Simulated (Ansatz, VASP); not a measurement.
# Si (amorphous Si): VASP beside Ansatz

Wanted: the spread between two codes on one cell, functional and k mesh. The cell is taken from a series of runs on this material, whose earlier steps may have relaxed, scaled, displaced or heated it; both programs get it as it stands.

Method: plane waves, with VASP 6.6.1 beside it; single point at LDA, in Ansatz 0.2.0.

## (1) The starting structure

The cell holds 132 atoms: 132 Si. Its edges and angles: a = 13.966 Å, b = 13.966 Å, c = 13.966 Å, α = 90.0°, β = 90.0°, γ = 90.0°. As first built, before any earlier steps moved the atoms (in the runner's words): 132 atoms (132 Si) placed at random at 2.26 g/cm^3, melted at 2500 K for 20 ps at fixed volume with the modified Tersoff potential (Kumagai, Izumi, Hara and Sakai, Comput. Mater. Sci. 39, 457 (2007)). Quenched from 2500 K to 300 K at 20 K/ps and fixed volume, held 5 ps. The density is a measured one.

## (2) VASP: single point, LDA

A single point gives forces, pressure and levels at one fixed geometry, so differences don't come from the geometry; what else differs is listed under the comparison.

Lines of VASP's logs that name or quote its potential files are left out, and so is its time.

Input file INCAR:

```
SYSTEM = Si
PREC = Accurate
ENCUT = 400
EDIFF = 1E-06
NELM = 120
ISMEAR = 0
SIGMA = 0.05
LREAL = Auto
ALGO = Normal
GGA = PW92
NBANDS = 356
LORBIT = 11
LWAVE = .FALSE.
LCHARG = .FALSE.
ISIF = 2
LASPH = .TRUE.
GGA_COMPAT = .FALSE.
```

Input file POSCAR:

```
Si
1.0
   13.9657000000      0.0000000000      0.0000000000
    0.0000000000     13.9657000000      0.0000000000
    0.0000000000      0.0000000000     13.9657000000
Si
132
Direct
    0.1002700000      0.1856300000      0.3460200000
    0.1018300000      0.0013100000      0.8079900000
    0.1893400000      0.1394900000      0.1257200000
    0.2239200000      0.3098200000      0.1340300000
    0.6375900000      0.7742200000      0.1673800000
    0.7020100000      0.0749900000      0.0764900000
    0.7928500000      0.8352300000      0.2080000000
    0.7166400000      0.8062200000      0.7727700000
    0.9051700000      0.7150400000      0.9041300000
    0.8467200000      0.1549100000      0.6791700000
    0.7053600000      0.0880800000      0.9021100000
    0.2578000000      0.1457800000      0.5916800000
    0.3517000000      0.6130800000      0.5964200000
    0.9759100000      0.4750100000      0.8344600000
    0.6033300000      0.5080500000      0.1368200000
    0.9836000000      0.9925500000      0.5027900000
    0.2455100000      0.1518800000      0.9345300000
    0.4449000000      0.1972300000      0.4064300000
    0.3765200000      0.8954300000      0.6093700000
    0.0297700000      0.8403100000      0.2043200000
    0.2660600000      0.3132100000      0.5669400000
    0.9201600000      0.7164100000      0.5481400000
    0.0593600000      0.7488100000      0.8408600000
    0.9594400000      0.1126300000      0.0418600000
    0.1647000000      0.7930000000      0.9578200000
    0.8427000000      0.9948000000      0.1043300000
    0.9970600000      0.2594000000      0.4875600000
    0.2290500000      0.6487700000      0.0198900000
    0.4481100000      0.9289400000      0.4515100000
    0.9642800000      0.8618500000      0.6148400000
[... 96 atom lines left out ...]
    0.2357800000      0.5352700000      0.7011800000
    0.5131700000      0.8639400000      0.2253100000
    0.0885800000      0.3928100000      0.0717500000
    0.6374800000      0.0156100000      0.7675600000
    0.8562100000      0.1352400000      0.8429200000
    0.2698400000      0.3698200000      0.7265800000
```

Input file KPOINTS:

```
Automatic mesh
0
Gamma
1 1 1
0 0 0
```

Potentials, in the order of the species: Si (LDA family, release 64).

Command:

```console
$ export OMP_NUM_THREADS=3
$ mpirun -np 1 vasp_gam
```

Numbers of over 12 decimals in the logs are rounded to 6 here.

Output:

```text
[banner, memory and clock lines left out]
running    1 mpi-ranks, on    1 nodes
[...]
Offloading initialized ...    1 GPUs detected
[...]
|                                                                             |
|               ----> ADVICE to this user running VASP <----                  |
|                                                                             |
|     You enforced a specific xc type in the INCAR file but a different       |
|     [... a line on the potential file left out ...]
|     I HOPE YOU KNOW WHAT YOU ARE DOING!                                     |
|                                                                             |

 LDA part: xc-table for (Slater(with rela. corr.)+PW92), standard interpolation
 POSCAR, INCAR and KPOINTS ok, starting setup
[...]
entering main loop
       N       E                     dE             d eps       ncg     rms          rms(c)
DAV:   1     0.221179327459E+04    0.22118E+04   -0.19552E+05   712   0.106E+03
DAV:   2    -0.470844638055E+03   -0.26826E+04   -0.25143E+04   896   0.198E+02
DAV:   3    -0.759121003918E+03   -0.28828E+03   -0.27896E+03   896   0.579E+01
DAV:   4    -0.768981418784E+03   -0.98604E+01   -0.97320E+01   880   0.127E+01
[...]
DAV:  15    -0.752166261671E+03    0.25837E-05   -0.65393E-05   856   0.149E-02    0.181E-02
DAV:  16    -0.752166260502E+03    0.11689E-05   -0.18710E-05   816   0.666E-03    0.124E-02
DAV:  17    -0.752166260727E+03   -0.22472E-06   -0.60085E-06   824   0.310E-03
   1 F= -.75216626E+03 E0= -.75214934E+03  d E =-.338480E-01
```

OUTCAR, selected parts (step 2):

```text
  FREE ENERGIE OF THE ION-ELECTRON SYSTEM (eV)
  ---------------------------------------------------
  free  energy   TOTEN  =      -752.1662607267 eV

  energy  without entropy=     -752.1324127541  energy(sigma->0) =     -752.14933674
```

The run ends at a pressure of -3.64 GPa, with forces up to 2.1 eV/Å.

## (3) Ansatz: single point, LDA

Ansatz runs on its default PAW (the set named soft_2) files.

The same cell, functional (in two slightly different forms), mesh and smearing now go to Ansatz, which takes its cutoff from its data sets.

Input file input.yaml:

```yaml
crystal:
  lattice:
    - [13.9657, 0.0, 0.0]
    - [0.0, 13.9657, 0.0]
    - [0.0, 0.0, 13.9657]
  atoms:
    - { symbol: Si, position: [0.10027, 0.18563, 0.34602] }
    - { symbol: Si, position: [0.10183, 0.00131, 0.80799] }
    - { symbol: Si, position: [0.18934, 0.13949, 0.12572] }
    - { symbol: Si, position: [0.22392, 0.30982, 0.13403] }
    - { symbol: Si, position: [0.63759, 0.77422, 0.16738] }
    - { symbol: Si, position: [0.70201, 0.07499, 0.07649] }
    - { symbol: Si, position: [0.79285, 0.83523, 0.208] }
    - { symbol: Si, position: [0.71664, 0.80622, 0.77277] }
    - { symbol: Si, position: [0.90517, 0.71504, 0.90413] }
    - { symbol: Si, position: [0.84672, 0.15491, 0.67917] }
    - { symbol: Si, position: [0.70536, 0.08808, 0.90211] }
    - { symbol: Si, position: [0.2578, 0.14578, 0.59168] }
    - { symbol: Si, position: [0.3517, 0.61308, 0.59642] }
    - { symbol: Si, position: [0.97591, 0.47501, 0.83446] }
    - { symbol: Si, position: [0.60333, 0.50805, 0.13682] }
    - { symbol: Si, position: [0.9836, 0.99255, 0.50279] }
    - { symbol: Si, position: [0.24551, 0.15188, 0.93453] }
    - { symbol: Si, position: [0.4449, 0.19723, 0.40643] }
    - { symbol: Si, position: [0.37652, 0.89543, 0.60937] }
    - { symbol: Si, position: [0.02977, 0.84031, 0.20432] }
    - { symbol: Si, position: [0.26606, 0.31321, 0.56694] }
    - { symbol: Si, position: [0.92016, 0.71641, 0.54814] }
    - { symbol: Si, position: [0.05936, 0.74881, 0.84086] }
    - { symbol: Si, position: [0.95944, 0.11263, 0.04186] }
    - { symbol: Si, position: [0.1647, 0.793, 0.95782] }
    - { symbol: Si, position: [0.8427, 0.9948, 0.10433] }
    - { symbol: Si, position: [0.99706, 0.2594, 0.48756] }
    - { symbol: Si, position: [0.22905, 0.64877, 0.01989] }
    - { symbol: Si, position: [0.44811, 0.92894, 0.45151] }
    - { symbol: Si, position: [0.96428, 0.86185, 0.61484] }
[... 96 atom lines left out ...]
    - { symbol: Si, position: [0.23578, 0.53527, 0.70118] }
    - { symbol: Si, position: [0.51317, 0.86394, 0.22531] }
    - { symbol: Si, position: [0.08858, 0.39281, 0.07175] }
    - { symbol: Si, position: [0.63748, 0.01561, 0.76756] }
    - { symbol: Si, position: [0.85621, 0.13524, 0.84292] }
    - { symbol: Si, position: [0.26984, 0.36982, 0.72658] }
kpoints:
  mp_grid: { grid: [1, 1, 1] }
hamiltonian:
  xc: lda
scf:
  occupations: { method: gaussian, width: 0.05 }
output:
  forces: true
```

Command:

```console
$ ansatz run input.yaml --threads 4 --pin off --max-ram 8192MiB --backend cpu --events-out ev --progress --plain --runs-dir out
```

Output:

```text
Engine: ansatz 0.2.0, aarch64-unknown-linux-gnu
Pseudopotentials: kind: paw
Pseudopotential: Si, paw, valence charge 4, recommended cutoff 420 eV (normal), Si.paw.azcp
Functional definition: SPW92
  exchange = slater_x
  correlation = pw_c
Crystal: 132 atoms, lattice volume = 2723.881 Å³
Basis set: ecut = 420 eV, 52971 PW (Γ)
Bands: 396, of which v1, the nominal top of the filled ones, is band 264 counted from 1 (263 counted from 0)
Symmetry: 1 space group operations
Space group: P1 (ITA 1), of the structure as read, at distance tolerance 1.4e-4 Å
k-points: 1
Non-local potential: Si, projectors of the file, l = 0: 2, l = 1: 2, l = 2: 2
PAW form: soft (Blöchl's): semilocal exchange-correlation on the pseudo side does not see the compensation charge
PAW frozen core: Si, regenerated for the run's functional, and the local potential with it (the file was generated under x = pbe(κ = 0.804, μ = 0.219515), c = pbe(β = 0.066725))
PAW one-centre angular grid: Si, 110 points (default); XC on 64 Gauss nodes
Initial density: superposition of atomic densities (neutral atoms: chi_scale 0, normalization atom), corrected by the library's trained network
Initial wavefunctions: pseudopotential atomic-orbital guess
Functional: x = slater, c = lda
SCF iter   1: F=—  HF=-80307.685303 eV  |F-HF|=—  |Δ(HF+E_count)|=         —  Δρ=4.82e-3  dr2=1.29e0  ethr=1.77e-3  ⟨swp⟩=6.0  Hψ=1833  notcnv=0  defer=63
preconditioner: auto → Resta (q_TF=auto, 2.076 Å⁻¹)  ε∞=5.8  [insulator: Δε(μ)=0.103 eV  Ē_g=7.464 eV  σ=0.050 eV  W_gap=0.86  n_scr=436 (ndim 8)  ℏωp=16.3 eV  f_vac=0.001  D(μ)=15.62/eV (n_scr^D=56)  ε∞_Penn≈5.8]
SCF iter   2: F=—  HF=-80307.497974 eV  |F-HF|=—  |Δ(HF+E_count)|=   1.87e-1  Δρ=2.58e-3  dr2=2.55e-1  ethr=2.45e-4  ⟨swp⟩=2.0  Hψ=463  notcnv=0  defer=78
SCF iter   3: F=—  HF=-80307.442778 eV  |F-HF|=—  |Δ(HF+E_count)|=   5.52e-2  Δρ=4.26e-4  dr2=1.03e-2  ethr=4.82e-5  ⟨swp⟩=3.0  Hψ=608  notcnv=0
automatic band count: iteration 3 solves 306 bands in place of 396: the levels show a gap, and the empty bands left out lie too high to hold charge; the band table lists the bands solved (type scf.n_extra_bands for more)
SCF iter   4: F=—  HF=-80307.441834 eV  |F-HF|=—  |Δ(HF+E_count)|=   9.45e-4  Δρ=1.28e-4  dr2=1.79e-3  ethr=1.96e-6  ⟨swp⟩=3.0  Hψ=483  notcnv=0
SCF iter   5: F=—  HF=-80307.441672 eV  |F-HF|=—  |Δ(HF+E_count)|=   1.62e-4  Δρ=3.84e-5  dr2=1.63e-4  ethr=3.39e-7  ⟨swp⟩=3.0  Hψ=428  notcnv=0
SCF iter   6: F=—  HF=-80307.441702 eV  |F-HF|=—  |Δ(HF+E_count)|=   3.04e-5  Δρ=1.38e-5  dr2=2.15e-5  ethr=3.08e-8  ⟨swp⟩=3.0  Hψ=541  notcnv=0
SCF iter   7: F=—  HF=-80307.442239 eV  |F-HF|=—  |Δ(HF+E_count)|=   5.36e-4  Δρ=6.18e-6  dr2=6.54e-6  ethr=4.08e-9  ⟨swp⟩=2.0  Hψ=350  notcnv=0  defer=31
SCF iter   8: F=—  HF=-80307.442238 eV  |F-HF|=—  |Δ(HF+E_count)|=   2.69e-7  Δρ=1.45e-6  dr2=2.01e-7  ethr=1.24e-9  ⟨swp⟩=2.0  Hψ=284  notcnv=0  defer=31
SCF iter   9: F=-80307.442238 eV  HF=-80307.442238 eV  |F-HF|=7.25e-9  |Δ(HF+E_count)|=   1.74e-8  Δρ=4.81e-7  dr2=2.10e-8  ethr=1.89e-11  ⟨swp⟩=4.0  Hψ=924  notcnv=0
SCF 1 converged in 9 iterations: F = -80307.442238 eV  dr2 = 2.10e-8
  greatest PAW one-centre occupation: 0.671 electrons in one spin orbital (limit 2), on the Si atom at site 45 (counted from 0), in its partial waves of l = 0
SCF converged after 9 iterations
Free energy (F): -80307.442238 eV
Harris-Foulkes:  -80307.442238 eV  (|F-HF|=7.25e-9)
Internal energy: -80307.408114 eV  (E = F + TS)
E sigma→0 (E₀):  -80307.425176 eV
Entropy (-TS):   -0.034124 eV (-0.259 meV/atom)
Fermi energy:    6.002209 eV
--- Per-component energies (eV) ---
  E_band       = 399.303396
  E_kinetic    = 5272.829677
  E_local      = -4674.665319  (includes V_loc(G=0)·N_el)
  E_nonlocal   = 3539.660581
  E_hartree    = 1402.962168
  E_xc         = -7206.319832
  E_vxc        = -6184.189054  (∫ρ·V_xc dr)
  E_paw        = -64148.993753  (= ΣΔE_a)
  E_vpaw       = -360.258285  (= ΣTr[D̂ρ^β])
  E_aug_tail   = 0.000775  (compensation charges beyond the density's cutoff)
  E_ewald      = -14504.014066
  E_core_change = 11.131656  (= ΣΔE_core)
  E_smearing   = -0.034124  (= −TS)
  E_closure    = -0.000000  (closes the sum)
  Σ components = -80307.442238   (vs F -80307.442238, Δ=0.00e0)
--- Forces (eV/Å), atoms counted from 1 ---
  atom   1  Si     0.51529823    -0.06863079     0.50993381
  atom   2  Si     0.44244069    -0.16993132    -0.43211269
  atom   3  Si    -0.32632260     0.77362007     0.04791902
  atom   4  Si     0.29560776    -0.27650065     0.18892612
  atom   5  Si     0.54512736    -0.34775137     0.12699646
  atom   6  Si    -0.83458633     0.26218250     0.61039832
  atom   7  Si    -0.52421535    -0.23515075     0.18346641
  atom   8  Si    -0.02341983     0.84452977     0.22346844
  atom   9  Si    -0.06916610    -0.15605163     0.61689865
  atom  10  Si    -0.23516792    -0.10459819    -0.56200026
  atom  11  Si     0.21997628     0.43921699    -0.09504208
  atom  12  Si    -0.68350065    -0.52947258     0.24016521
  atom  13  Si    -0.60532201     0.14922930    -0.55676394
  atom  14  Si    -0.03615301    -0.49086148     0.07188725
  atom  15  Si    -1.27898561    -0.19571180    -0.99522544
  atom  16  Si     0.49784569    -0.45141176     0.59085367
  atom  17  Si    -0.06961149    -0.02810174     0.13327682
  atom  18  Si    -0.00763901    -0.27573907     0.15967594
  atom  19  Si    -0.60584614     0.45043862    -0.48793176
  atom  20  Si    -0.11020811     1.06221515    -0.61411756
  atom  21  Si     0.35835219    -0.38610237     0.00372635
  atom  22  Si    -0.06393689     0.67778606     0.46445011
  atom  23  Si     0.01164441    -0.32515048    -0.75844760
  atom  24  Si    -0.38024133     0.05613668     0.06637017
[...]
atom 125  Si    -0.19683192     0.08295678     0.09966702
  atom 126  Si     0.21049793    -0.28462490    -0.49474377
  atom 127  Si    -0.67283049     0.07279170    -0.10402037
  atom 128  Si    -0.11220412     0.21153145     0.29923596
  atom 129  Si     0.57654826     0.30241669    -0.32261411
  atom 130  Si    -0.42503791    -0.06922780    -0.70298559
  atom 131  Si     0.07083257    -0.44653016     0.37905495
  atom 132  Si     0.54042454     0.18004667     0.59213159
  max |Σ_I F_I| component: 3.52e-5 eV/Å
```

## (4) Differences

Known differences besides the potentials themselves: the two LDA forms differ slightly; the cutoff is 420 eV in Ansatz and 400 eV in VASP (PREC = Accurate, projectors in real space); VASP's log shows a relativistic correction to its local exchange, Ansatz's none. Total energies have different zeros and are not compared.

Forces on 10 of the 132 atoms, those with the largest forces and the largest differences (eV/Å; atoms numbered as in POSCAR):

| atom | Ansatz x, y, z | VASP x, y, z |
| --- | --- | --- |
| Si15 | -1.279, -0.196, -0.995 | -1.279, -0.193, -1.000 |
| Si20 | -0.110, 1.062, -0.614 | -0.107, 1.066, -0.609 |
| Si24 | -0.380, 0.056, 0.066 | -0.379, 0.062, 0.065 |
| Si25 | 1.128, 0.169, 0.976 | 1.130, 0.169, 0.977 |
| Si42 | -0.862, 0.384, -0.868 | -0.864, 0.386, -0.872 |
| Si46 | -0.114, -0.467, -0.560 | -0.116, -0.470, -0.567 |
| Si49 | -0.552, 1.641, -0.190 | -0.554, 1.641, -0.189 |
| Si65 | -0.052, -1.693, -0.666 | -0.051, -1.695, -0.665 |
| Si99 | -2.086, 0.112, 0.094 | -2.090, 0.112, 0.093 |
| Si107 | 0.337, 0.566, -1.250 | 0.338, 0.563, -1.250 |

The forces differ by 1.7 meV/Å r.m.s., which is 0.4 % of the r.m.s. force of 0.459 eV/Å (both taken over all components).

## (5) Outcome

| Property | Result |
| --- | --- |
| r.m.s. force difference (single point, LDA) | 0.37 % of the r.m.s. force |

In words: The r.m.s. force difference is 0.37 % of the r.m.s. force (single point, LDA), within the 3 % picked in this series as the mark of a large difference. Such differences can come from data sets, numerical settings and the points named under the comparisons, not from the functional's error against experiment.

[Lines on the potential files, build, host, timing and source positions are cut from VASP's logs without a mark.]

[Logs are printed without paths, hosts, clocks, repeated set-up lines and the standing remarks that a program may print on its own settings, such as how far it seeks lower states.]

[Hosts, paths, dates, database ids (printed as entryN), source tags and the programs' standing remarks are cut or masked in the printed files.]
